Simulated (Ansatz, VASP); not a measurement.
**Ni (Ni strained to the junction's net) in two plane-wave programs**

Aim: how closely do two programs agree when they are given the same cell, functional and k mesh? The structure shown is the end of the Ansatz relaxation below.

Main program and level: Ansatz 0.2.0; plane waves, with VASP 6.6.1 beside it; single point at PBE.

## 1. The starting structure

It takes space group R-3m (No. 166, trigonal). The conventional cell has a = 2.507 Å, b = 2.507 Å, c = 6.073 Å, α = 90.00°, β = 90.00°, γ = 120.00°. Nearest to Ni lie 12 Ni at 2.49 to 2.51 Å.

## 2. Ansatz: relaxation, PBE

Ansatz runs on its default PAW (the set named soft_2) files.

This run makes the geometry at which the two programs are then compared.

Input file input.yaml:

```yaml
crystal:
  lattice:
    - [2.507, 0.0, 0.0]
    - [-1.2535, 2.1711256873, 0.0]
    - [0.0, 0.0, 6.0659824829]
  atoms:
    - { symbol: Ni, position: [0.0, 0.0, 0.0], spin: 0.7 }
    - { symbol: Ni, position: [0.3333333333, 0.6666666667, 0.3333333333], spin: 0.7 }
    - { symbol: Ni, position: [0.6666666667, 0.3333333333, 0.6666666667], spin: 0.7 }
magnetization:
  spin_polarized: true
kpoints:
  mp_grid: { grid: [18, 18, 5] }
scf:
  occupations: { method: fermi_dirac, width: 0.1 }
  max_iter: 150
hamiltonian:
  xc: pbe
relax:
  f_tol: 0.01
  max_steps: 40
  cell: { fix: [a, b, angles] }
```

Launch:

```console
> ansatz run input.yaml --threads 4 --pin off --max-ram 12288MiB --backend cpu --events-out ev --progress --plain --runs-dir out
```

Numbers of over 12 decimals in the logs are rounded to 6 here.

The program printed:

```text
Engine: ansatz 0.2.0, aarch64-unknown-linux-gnu
Pseudopotentials: kind: paw
Pseudopotential: Ni, paw, valence charge 18, recommended cutoff 420 eV (normal), Ni.paw.azcp
Functional definition: PBE
  parameter kappa = 0.804
  parameter beta = 0.066725
  exchange = pbe_x(kappa = kappa, mu = beta*pi^2/3)
  correlation = pbe_c(beta = beta)
Crystal: 3 atoms, lattice volume = 33.017 Å³
Basis set: ecut = 420 eV, 639 PW (Γ), exchange–correlation on 36×36×90 points (8 copies of the dense FFT grid, shifted against one another)
Bands: 34, of which v1, the nominal top of the filled ones, is band 27 counted from 1 (26 counted from 0)
Symmetry: 36 space group operations
Space group: R-3m (ITA 166), of the structure as read, at distance tolerance 3.2e-5 Å
Magnetic group: BNS 166.97 (UNI 1327), of the structure as read, at distance tolerance 3.2e-5 Å
k-points: 165 of 1620
Non-local potential: Ni, projectors of the file, l = 0: 3, l = 1: 2, l = 2: 3, l = 3: 1
PAW form: soft (Blöchl's): semilocal exchange-correlation on the pseudo side does not see the compensation charge
PAW one-centre angular grid: Ni, 590 points (default); XC on 64 Gauss nodes
Initial density: superposition of atomic densities (chi_scale 0.1, normalization cell)
Starting moments: Σ|m| = 2.1 μB on 3 of 3 sites
Initial wavefunctions: pseudopotential atomic-orbital guess
Functional: x = pbe(κ = 0.804, μ = 0.219515), c = pbe(β = 0.066725)
iter 1 solved again at ethr=2.47e-3 eV; its pass at ethr=3.10e-3 eV (dr2=1.34e0 eV) is discarded
SCF iter   1: F=—  HF=-17516.822902 eV  |F-HF|=—  |Δ(HF+E_count)|=         —  Δρ=6.46e-2 (↑1.77e-2 ↓6.46e-2)  dr2=1.34e0  dr2_m=1.76e-1  M=2.185 μB ∫|m|=2.306 μB  β_m=0.30  ethr=2.47e-3  ⟨swp⟩=1.0  Hψ=49842  notcnv=0
Mixer restart at iter 1: flushing history
preconditioner: auto → Kerker (q_TF=auto, 2.961 Å⁻¹)  [metal: Δε(μ)=0.001 eV  Ē_g=8.822 eV  σ=0.100 eV  W_gap=0.00  n_scr=10 (ndim 8)  ℏωp=35.4 eV  f_vac=0.000  D(μ)=5.27/eV (n_scr^D=82)]
spin=Collinear: Kerker preconditioning applied to the charge; magnetization (m = ρ↑ − ρ↓) channel mixes plain (no charge-response kernel on spin).
SCF iter   2: F=—  HF=-17516.757388 eV  |F-HF|=—  |Δ(HF+E_count)|=   6.55e-2  Δρ=2.55e-2 (↑2.55e-2 ↓1.58e-2)  dr2=4.02e-2  dr2_m=9.25e-2  M=2.150 μB ∫|m|=2.306 μB  β_m=0.31  ethr=2.47e-3  ⟨swp⟩=2.0  Hψ=17324  notcnv=0
SCF iter   3: F=—  HF=-17517.692200 eV  |F-HF|=—  |Δ(HF+E_count)|=         —  Δρ=2.62e-2 (↑2.62e-2 ↓9.51e-3)  dr2=7.01e-2  dr2_m=6.90e-2  M=2.176 μB ∫|m|=2.367 μB  β_m=0.31  ethr=7.44e-5  ⟨swp⟩=2.0  Hψ=20493  notcnv=0  defer=160
Mixer restart at iter 3: flushing history
SCF iter   4: F=—  HF=-17518.313581 eV  |F-HF|=—  |Δ(HF+E_count)|=   6.21e-1  Δρ=1.83e-2 (↑1.83e-2 ↓6.99e-3)  dr2=7.78e-2  dr2_m=1.77e-2  M=2.103 μB ∫|m|=2.313 μB  β_m=0.66  ethr=7.44e-5  ⟨swp⟩=2.1  Hψ=18436  notcnv=0  defer=162
SCF iter   5: F=—  HF=-17519.163270 eV  |F-HF|=—  |Δ(HF+E_count)|=   8.50e-1  Δρ=1.10e-2 (↑4.11e-3 ↓1.10e-2)  dr2=4.95e-2  dr2_m=6.00e-3  M=1.937 μB ∫|m|=2.192 μB  β_m=0.83  ethr=7.44e-5  ⟨swp⟩=2.0  Hψ=22400  notcnv=0  defer=179
SCF iter   6: F=—  HF=-17519.233607 eV  |F-HF|=—  |Δ(HF+E_count)|=   7.03e-2  Δρ=5.78e-3 (↑2.02e-3 ↓5.78e-3)  dr2=1.32e-2  dr2_m=1.51e-3  M=1.894 μB ∫|m|=2.159 μB  β_m=0.85  ethr=7.44e-5  ⟨swp⟩=1.8  Hψ=15369  notcnv=0  defer=179
SCF iter   7: F=—  HF=-17519.243060 eV  |F-HF|=—  |Δ(HF+E_count)|=   9.45e-3  Δρ=3.14e-3 (↑2.72e-3 ↓3.14e-3)  dr2=5.12e-3  dr2_m=1.86e-5  M=1.886 μB ∫|m|=2.153 μB  β_m=0.65  ethr=2.44e-5  ⟨swp⟩=2.1  Hψ=18722  notcnv=0  defer=210
SCF iter   8: F=—  HF=-17519.241163 eV  |F-HF|=—  |Δ(HF+E_count)|=   1.90e-3  Δρ=7.92e-4 (↑7.92e-4 ↓5.93e-4)  dr2=2.17e-4  dr2_m=5.56e-6  M=1.882 μB ∫|m|=2.150 μB  β_m=0.82  ethr=9.48e-6  ⟨swp⟩=2.1  Hψ=15288  notcnv=0  defer=210
SCF iter   9: F=—  HF=-17519.241091 eV  |F-HF|=—  |Δ(HF+E_count)|=   7.23e-5  Δρ=3.65e-4 (↑2.99e-4 ↓3.65e-4)  dr2=6.74e-5  dr2_m=4.42e-7  M=1.880 μB ∫|m|=2.148 μB  β_m=0.81  ethr=4.01e-7  ⟨swp⟩=2.4  Hψ=18353  notcnv=0  defer=210
SCF iter  10: F=—  HF=-17519.241065 eV  |F-HF|=—  |Δ(HF+E_count)|=   2.56e-5  Δρ=6.93e-5 (↑4.93e-5 ↓6.93e-5)  dr2=2.43e-6  dr2_m=3.68e-8  M=1.879 μB ∫|m|=2.148 μB  β_m=0.90  ethr=1.25e-7  ⟨swp⟩=2.0  Hψ=15253  notcnv=0  defer=210
SCF iter  11: F=—  HF=-17519.241065 eV  |F-HF|=—  |Δ(HF+E_count)|=   7.12e-7  Δρ=3.59e-6 (↑2.02e-6 ↓3.59e-6)  dr2=4.90e-9  dr2_m=7.22e-10  M=1.879 μB ∫|m|=2.147 μB  β_m=0.95  ethr=4.49e-9  ⟨swp⟩=2.0  Hψ=15800  notcnv=0  defer=210
SCF iter  12: F=-17519.241065 eV  HF=-17519.241065 eV  |F-HF|=2.63e-9  |Δ(HF+E_count)|=   1.16e-8  Δρ=2.87e-6 (↑1.47e-6 ↓2.87e-6)  dr2=3.44e-9  dr2_m=1.83e-10  M=1.879 μB ∫|m|=2.147 μB  ethr=9.07e-12  ⟨swp⟩=2.0  Hψ=36734  notcnv=0
SCF 1 converged in 12 iterations: F = -17519.241065 eV  dr2 = 3.44e-9
  greatest PAW one-centre occupation: 1.001 electrons in one spin orbital (limit 2), on the Ni atom at site 2 (counted from 0), in its partial waves of l = 1
[...]
Initial density: handed on by an earlier stage of this run
Starting moments: Σ|m| = 2.1 μB on 3 of 3 sites; this step starts from the density that it was given
Initial wavefunctions: those handed on with the density
iter 1 solved again at ethr=1.27e-8 eV; its pass at ethr=3.10e-3 eV (dr2=6.84e-6 eV) is discarded
SCF iter   1: F=—  HF=-17519.241096 eV  |F-HF|=—  |Δ(HF+E_count)|=         —  Δρ=9.75e-5 (↑8.23e-5 ↓9.75e-5)  dr2=5.88e-6  dr2_m=7.76e-8  M=1.879 μB ∫|m|=2.148 μB  β_m=0.65  ethr=1.27e-8  ⟨swp⟩=2.0  Hψ=46450  notcnv=0
preconditioner: auto → none  [metal: Δε(μ)=0.004 eV  Ē_g=9.447 eV  σ=0.100 eV  W_gap=0.01  n_scr=2 (ndim 8)  ℏωp=35.4 eV  f_vac=0.000  D(μ)=4.98/eV (n_scr^D=82)]
SCF iter   2: F=—  HF=-17519.241098 eV  |F-HF|=—  |Δ(HF+E_count)|=   2.05e-6  Δρ=1.45e-4 (↑1.25e-4 ↓1.45e-4)  dr2=1.24e-5  dr2_m=4.98e-8  M=1.879 μB ∫|m|=2.148 μB  β_m=0.30  ethr=1.09e-8  ⟨swp⟩=2.0  Hψ=20231  notcnv=0
SCF iter   3: F=—  HF=-17519.241094 eV  |F-HF|=—  |Δ(HF+E_count)|=   3.98e-6  Δρ=2.45e-5 (↑8.74e-6 ↓2.45e-5)  dr2=5.97e-8  dr2_m=3.66e-8  M=1.879 μB ∫|m|=2.148 μB  β_m=0.55  ethr=1.09e-8  ⟨swp⟩=2.6  Hψ=20224  notcnv=0
SCF iter   4: F=—  HF=-17519.241095 eV  |F-HF|=—  |Δ(HF+E_count)|=   6.19e-7  Δρ=1.51e-5 (↑3.07e-6 ↓1.51e-5)  dr2=5.28e-8  dr2_m=1.72e-8  M=1.880 μB ∫|m|=2.148 μB  β_m=0.78  ethr=1.11e-10  ⟨swp⟩=2.0  Hψ=19914  notcnv=0
SCF iter   5: F=—  HF=-17519.241095 eV  |F-HF|=—  |Δ(HF+E_count)|=   2.03e-7  Δρ=1.48e-5 (↑3.59e-6 ↓1.48e-5)  dr2=5.72e-8  dr2_m=1.09e-8  M=1.880 μB ∫|m|=2.148 μB  β_m=0.89  ethr=9.77e-11  ⟨swp⟩=2.0  Hψ=13721  notcnv=0
SCF iter   6: F=-17519.241095 eV  HF=-17519.241095 eV  |F-HF|=1.59e-9  |Δ(HF+E_count)|=   1.09e-7  Δρ=4.62e-6 (↑1.58e-6 ↓4.62e-6)  dr2=2.57e-9  dr2_m=1.09e-9  M=1.880 μB ∫|m|=2.148 μB  ethr=9.77e-11  ⟨swp⟩=2.1  Hψ=37800  notcnv=0
SCF 2 converged in 6 iterations: F = -17519.241095 eV  dr2 = 2.57e-9
relax step   2: F+E_penalty+E_count = -17519.24109525 eV  Δ(F+E_penalty+E_count) = -3.070e-5 eV  max|allowed force component| = 2.888e-27 eV/Å  Δτ_max = 0.0000 Å  P = -1.782 GPa  Ω = 33.035 Å³  energy of the carried Pulay correction = -6.205e-6 eV  fix = [a, b, alpha, beta, gamma]  reactions: a -2.795, b -2.795 GPa  (6 SCF iters, dr2 threshold 3.00e-7 eV, accepted)
[...]
relax step   3: F+E_penalty+E_count = -17519.24110406 eV  Δ(F+E_penalty+E_count) = -8.816e-6 eV  max|allowed force component| = 1.222e-27 eV/Å  Δτ_max = 0.0000 Å  P = -1.909 GPa  Ω = 33.056 Å³  energy of the carried Pulay correction = -1.397e-5 eV  fix = [a, b, alpha, beta, gamma]  reactions: a -2.864, b -2.864 GPa  (6 SCF iters, dr2 threshold 1.47e-7 eV, accepted)
[...]
relax step   4: F+E_penalty+E_count = -17519.24111631 eV  Δ(F+E_penalty+E_count) = -1.224e-5 eV  max|allowed force component| = 4.292e-29 eV/Å  Δτ_max = 0.0000 Å  P = -1.910 GPa  Ω = 33.056 Å³  fix = [a, b, alpha, beta, gamma]  reactions: a -2.865, b -2.865 GPa  stress off target by 3.91e-4 GPa on what of the cell is left free  SCF on the basis re-selected at this cell (its energy is not comparable with the rows above)  (7 SCF iters)
basis re-selected at this cell: Δ(F+E_penalty+E_count) = -1.224e-5 eV, ΔP = -0.001 GPa vs the last step (what re-selecting the basis moved, of the pressure what is left beyond the Pulay correction that the steps carried, after the strain that the cell walked since its last selection, with what the two solves' SCF thresholds leave and, on support functions, any second-order correction that the steps lacked; it is no m [...]
SCF converged after 7 iterations
Magnetization: 1.8804 μB (27.9402 up, 26.0598 down)
Absolute magnetization: 2.1515 μB (∫|ρ↑−ρ↓|, with the PAW one-centre terms)
Spin contamination: 0.0211 ħ² per cell (⟨S²⟩ above its minimum at these occupations)
Per-site moments (μB) at R_I (Å): [(0.665415, 1.026553), (0.665415, 1.026553), (0.665415, 1.026553)]
Free energy (F): -17519.241116 eV
Harris-Foulkes:  -17519.241116 eV  (|F-HF|=1.09e-11)
Internal energy: -17519.079772 eV  (E = F + TS)
E sigma→0 (E₀):  -17519.160444 eV
Entropy (-TS):   -0.161344 eV (-53.781 meV/atom)
Fermi energy:    17.889059 eV
--- Per-component energies (eV) ---
  E_band       = -866.671848
  E_kinetic    = 845.598469
  E_local      = -10374.465330  (includes V_loc(G=0)·N_el)
  E_nonlocal   = 1907.163873
  E_hartree    = 4329.213821
  E_xc         = -254.006224
  E_vxc        = -327.513641  (∫ρ·V_xc dr)
  E_paw        = -4889.319199  (= ΣΔE_a)
  E_vpaw       = -1575.884400  (= ΣTr[D̂ρ^β])
  E_aug_tail   = 0.001337  (compensation charges beyond the density's cutoff)
  E_ewald      = -9083.266521
  E_smearing   = -0.161344  (= −TS)
  E_closure    = -0.000000  (closes the sum)
  Σ components = -17519.241116   (vs F -17519.241116, Δ=0.00e0)
--- Forces (eV/Å), atoms counted from 1 ---
  atom   1  Ni    -0.00000000    -0.00000000     0.00000000
  atom   2  Ni    -0.00000000    -0.00000000     0.00000000
  atom   3  Ni    -0.00000000     0.00000000    -0.00000000
  max |Σ_I F_I| component: 1.27e-28 eV/Å
--- Stress (GPa, compression-positive) ---
       -2.864866       0.000000       0.000000
        0.000000      -2.864866       0.000000
        0.000000       0.000000      -0.000391
  P = ⅓ Tr σ = -1.9100 GPa (-19.100 kbar)
--- Relaxed structure (3 steps of the walk, 3 accepted, 1 SCFs on fresh bases) ---
  F+E_penalty+E_count = -17519.24111631 eV   max|allowed force component| = 4.292e-29 eV/Å   (the final SCF, on the basis selected at the relaxed cell)
  cell:  # Å, volume = 33.0565 Å³
    - [2.507000, 0, 0]
    - [-1.253500, 2.171126, 0]
    - [0, 0, 6.073193]
  atoms:
    - { symbol: Ni, position: [0, 0, 0] }
    - { symbol: Ni, position: [0.333333, 0.666667, 0.333333] }
    - { symbol: Ni, position: [0.666667, 0.333333, 0.666667] }
```

Reading the cycles: dr2 is the Hartree energy of the density residual (eV), the measure of convergence; HF is the Harris–Foulkes estimate of the energy, which meets the free energy F at convergence.

## 3. VASP: single point, PBE

The same cell, functional, mesh and smearing now go to VASP, with its own data sets.

Lines of VASP's logs that name or quote its potential files are left out, and so is its time.

Input file INCAR:

```
SYSTEM = Ni
PREC = Accurate
ENCUT = 600
EDIFF = 1E-06
NELM = 200
ISMEAR = -1
SIGMA = 0.1
LREAL = .FALSE.
ALGO = Normal
GGA = PE
NBANDS = 24
ISPIN = 2
MAGMOM = 0.67 0.67 0.67
LASPH = .TRUE.
LMAXMIX = 4
LORBIT = 11
LWAVE = .FALSE.
LCHARG = .FALSE.
ISIF = 2
GGA_COMPAT = .FALSE.
KPAR = 2
```

Input file POSCAR:

```
Ni
1.0
    2.5070000000      0.0000000000      0.0000000000
   -1.2535000000      2.1711256873      0.0000000000
    0.0000000000      0.0000000000      6.0731928160
Ni
3
Direct
    0.0000000000      0.0000000000      0.0000000000
    0.3333333333      0.6666666667      0.3333333333
    0.6666666667      0.3333333333      0.6666666667
```

Input file KPOINTS:

```
Automatic mesh
0
Gamma
18 18 5
0 0 0
```

PAW data sets: Ni (PBE family, release 64).

Launch:

```console
> mpirun -np 2 vasp_std
```

The program printed:

```text
[banner, memory and clock lines left out]
running    2 mpi-ranks, on    1 nodes
 distrk:  each k-point on    1 cores,    2 groups
 distr:  one band on    1 cores,    1 groups

 POSCAR found type information on POSCAR Ni
 POSCAR found :  1 types and       3 ions
 LDA part: xc-table for (Slater+PW92), standard interpolation
 POSCAR, INCAR and KPOINTS ok, starting setup
 FFT: planning ... GRIDC
 FFT: planning ... GRID_SOFT
 FFT: planning ... GRID
 WAVECAR not read
 entering main loop
       N       E                     dE             d eps       ncg     rms          rms(c)
DAV:   1     0.176646247623E+03    0.17665E+03   -0.14448E+04 16464   0.194E+03
DAV:   2    -0.104381141671E+02   -0.18708E+03   -0.17468E+03 15848   0.315E+02
DAV:   3    -0.194452769446E+02   -0.90072E+01   -0.86424E+01 18328   0.927E+01
DAV:   4    -0.195680855308E+02   -0.12281E+00   -0.12275E+00 19648   0.978E+00
DAV:   5    -0.195717684023E+02   -0.36829E-02   -0.36827E-02 18768   0.151E+00    0.169E+01
DAV:   6    -0.175354465052E+02    0.20363E+01   -0.18760E+01 17448   0.762E+01    0.106E+01
DAV:   7    -0.165382182928E+02    0.99723E+00   -0.38665E+00 18208   0.318E+01    0.320E+00
DAV:   8    -0.164989039102E+02    0.39314E-01   -0.40466E-02 21216   0.212E+00    0.155E+00
DAV:   9    -0.164919222017E+02    0.69817E-02   -0.20302E-03 24008   0.476E-01    0.478E-01
DAV:  10    -0.164904328376E+02    0.14894E-02   -0.41247E-04 21032   0.227E-01    0.139E-01
DAV:  11    -0.164903159494E+02    0.11689E-03   -0.22507E-04 21776   0.191E-01    0.381E-02
DAV:  12    -0.164903041087E+02    0.11841E-04   -0.17778E-05 19928   0.449E-02    0.193E-02
DAV:  13    -0.164903044560E+02   -0.34737E-06   -0.23531E-06 15952   0.140E-02
   1 F= -.16490304E+02 E0= -.16408722E+02  d E =-.163165E+00  mag=     1.8420
```

[end of part 1 of 2]

[Lines on the potential files, build, host, timing and source positions are cut from VASP's logs without a mark.]

[Logs are printed without paths, hosts, clocks, repeated set-up lines and the standing remarks that a program may print on its own settings, such as how far it seeks lower states.]

[Hosts, paths, dates, database ids (printed as entryN), source tags and the programs' standing remarks are cut or masked in the printed files.]
